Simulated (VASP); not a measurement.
These are HSE06 screened hybrid, VASP's PBE PAW potentials (set 64) (plane waves; VASP) values and carry that method's errors.

VASP input:

### INCAR
```
ALGO = Normal
ISMEAR = 0
LREAL = .False.
HFSCREEN = 0.2
LWAVE = .False.
SIGMA = 0.05   ! width (eV)
GGA = PE   ! PBE
ENCUT = 520   ! plane-wave cut-off (eV)
ISIF = 2
LHFCALC = .True.
NELM = 100   ! most electronic steps
SYSTEM = SiC
LCHARG = .False.
ISYM = 3
LASPH = .True.   ! aspherical one-centre terms
AEXX = 0.25
PREC = Accurate
PRECFOCK = Fast
EDIFF = 1E-6   ! SCF stop (eV)
```

KPOINTS:
```
Automatic mesh
0
Gamma
2 2 2
0 0 0
```

File POSCAR:
```
SiC
1
    0.0000000000     2.1800000000     2.1800000000
    2.1800000000     0.0000000000     2.1800000000
    2.1800000000     2.1800000000     0.0000000000
Si C
1 1
Direct
  0.0000000000   0.0000000000   0.0000000000
  0.2500000000   0.2500000000   0.2500000000
```

POTCAR, in this order: Si C (PBE.64 set). Program: vasp_std.

The resulting files:

File OSZICAR:
```
       N       E                     dE             d eps       ncg     rms          rms(c)
DAV:   1    -0.147090469446E+03   -0.14709E+03   -0.40849E+03    48   0.844E+02
DAV:   2    -0.168423489116E+03   -0.21333E+02   -0.20515E+02    80   0.109E+02
DAV:   3    -0.168678612138E+03   -0.25512E+00   -0.25513E+00    48   0.150E+01
DAV:   4    -0.168679495975E+03   -0.88384E-03   -0.88390E-03    72   0.977E-01
DAV:   5    -0.185269652902E+02    0.15015E+03   -0.17863E+00    48   0.103E+01    0.118E+01
DAV:   6    -0.151258309142E+02    0.34011E+01   -0.10042E+01    48   0.202E+01    0.573E+00
DAV:   7    -0.152078681036E+02   -0.82037E-01   -0.21250E+00    72   0.902E+00    0.339E+00
DAV:   8    -0.152169574251E+02   -0.90893E-02   -0.68885E-02    80   0.205E+00    0.186E+00
DAV:   9    -0.152000033946E+02    0.16954E-01   -0.19824E-02    64   0.104E+00    0.105E+00
DAV:  10    -0.151977614277E+02    0.22420E-02   -0.88994E-03    72   0.677E-01    0.593E-01
DAV:  11    -0.151975975468E+02    0.16388E-03   -0.11065E-03    72   0.278E-01    0.353E-01
DAV:  12    -0.151975955572E+02    0.19896E-05   -0.27445E-04    56   0.149E-01    0.204E-01
DAV:  13    -0.151976560270E+02   -0.60470E-04   -0.12050E-04    64   0.979E-02    0.116E-01
DAV:  14    -0.151977033382E+02   -0.47311E-04   -0.37494E-05    64   0.594E-02    0.666E-02
DAV:  15    -0.151977298380E+02   -0.26500E-04   -0.12970E-05    56   0.372E-02    0.387E-02
DAV:  16    -0.151977432432E+02   -0.13405E-04   -0.53950E-06    64   0.243E-02    0.229E-02
DAV:  17    -0.151977497283E+02   -0.64851E-05   -0.22997E-06    64   0.158E-02    0.137E-02
DAV:  18    -0.151977527328E+02   -0.30045E-05   -0.99530E-07    64   0.103E-02    0.831E-03
DAV:  19    -0.151977541068E+02   -0.13741E-05   -0.43377E-07    56   0.676E-03    0.512E-03
DAV:  20    -0.151977547271E+02   -0.62029E-06   -0.18477E-07    24   0.445E-03
   1 F= -.15197755E+02 E0= -.15197755E+02  d E =-.475210E-17
```

OUTCAR:
```
------------------------ aborting loop because EDIFF is reached ----------------------------------------
  FORCE on cell =-STRESS in cart. coord.  units (eV):
  Direction    XX          YY          ZZ          XY          YZ          ZX
  --------------------------------------------------------------------------------------
  Total        0.7484440      0.7484440      0.7484440      0.0000000      0.0000000      0.0000000
  in kB       57.8722578     57.8722578     57.8722578      0.0000000      0.0000000      0.0000000
  external PRESSURE =      57.8722578 kB  Pullay stress =       0.0000000 kB
  volume of cell :       20.72
      direct lattice vectors                 reciprocal lattice vectors
     0.000000000  2.180000000  2.180000000    -0.229357798  0.229357798  0.229357798
     2.180000000  0.000000000  2.180000000     0.229357798 -0.229357798  0.229357798
     2.180000000  2.180000000  0.000000000     0.229357798  0.229357798 -0.229357798
  FREE ENERGIE OF THE ION-ELECTRON SYSTEM (eV)
  ---------------------------------------------------
  free  energy   TOTEN  =       -15.1977547271 eV

  energy  without entropy=      -15.1977547271  energy(sigma->0) =      -15.19775473

  exchange ACFDT corr.  =         0.00000000  see jH, gK, PRB 81, 115126
```
(Selected blocks of OUTCAR.)

The compound is SiC in the zinc blende structure. The cell was not relaxed at this level. The k-mesh is coarse (spacing up to 1.25 per Å, 2π included), so the numbers may not be converged in it.
